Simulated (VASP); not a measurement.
LuAlP2:

```xyz
4
Lattice="3.8473 0.0000 0.0000 0.0000 3.8473 0.0000 0.0000 0.0000 5.4409" Properties=species:S:1:pos:R:3 pbc="T T T"
Al    0.0000    0.0000    0.0000
P     0.0000    0.0000    2.7205
P     1.9237    1.9237    0.0000
Lu    1.9237    1.9237    2.7205
```

The cell was built by a generator and needn't be a form met in nature.

- Program: VASP 6.6.1
- Task: relaxation of cell and atoms
- Functional: PBE
- Potentials or basis: VASP PAW PBE potentials, release 64 (Al, P, Lu)
- Cutoff: 600 eV
- k mesh: 6 × 6 × 4
- Occupations: fermi-dirac, width 0.02 eV
- Spin: no spin polarisation

At the start: pressure -3.0 GPa; volume 20.13 Å³/atom.

Task: Where does the relaxation end?

Result: Over 6 steps the energy falls by 10.9 meV/atom and the volume is 19.39 Å³/atom (-3.7 %); space group P4/mmm (No. 123, to 0.05 Å).

The path:
```tsv
step	energy change (eV)	largest force (eV/Å)	pressure (GPa)	volume (Å³)
1	0.0000	0.0000	-3.02	80.54
2	-0.0369	0.0000	1.51	76.18
3	-0.0411	0.0000	0.43	77.18
4	-0.0411	0.0000	0.28	77.27
5	-0.0437	0.0000	0.09	77.50
6	-0.0438	0.0000	0.01	77.55
```

Final structure:
```xyz
4
Lattice="3.7676 0.0000 0.0000 0.0000 3.7676 0.0000 0.0000 0.0000 5.4633" Properties=species:S:1:pos:R:3 pbc="T T T"
Al    0.0000    0.0000    5.4633
P     0.0000    0.0000    2.7317
P     1.8838    1.8838    5.4633
Lu    1.8838    1.8838    2.7317
```
